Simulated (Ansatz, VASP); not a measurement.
## Two plane-wave programs on YHg

```
Y Hg
1.0
     3.62478    0.00000    0.00000
     0.00000    3.62478    0.00000
     0.00000    0.00000    3.62478
Y Hg
1 1
Direct
  0.50000 0.50000 0.50000
  0.00000 0.00000 0.00000
```

Alike in both runs: functional LDA; k mesh 12 × 12 × 12; occupations gaussian, width 0.1 eV; no spin polarisation.

Ansatz relaxed the structure, and its values are those at the end. VASP's run is a single point on that final structure, the one shown.

```csv
,VASP,Ansatz
version,VASP 6.6.1,Ansatz 0.2.0
potentials or method,"VASP PAW LDA potentials, release 64 (Y_sv, Hg)","scalar-relativistic, plane waves, PAW"
plane-wave cutoff (eV),520,420
valence electrons in the cell,23,31
```

VASP gave:

- gap on the k mesh at the Fermi level (eV): none
- pressure (GPa): 0.2

Task: Estimate Ansatz's values.

Result: gap on the k mesh at the Fermi level (eV): none; pressure (GPa): 0.0.

A gap of «none» marks a metal or a gap that the smearing closes. The two sets of potentials don't hold the same shells in valence.

The runs have no spin-orbit coupling, so splittings on Hg are missing.
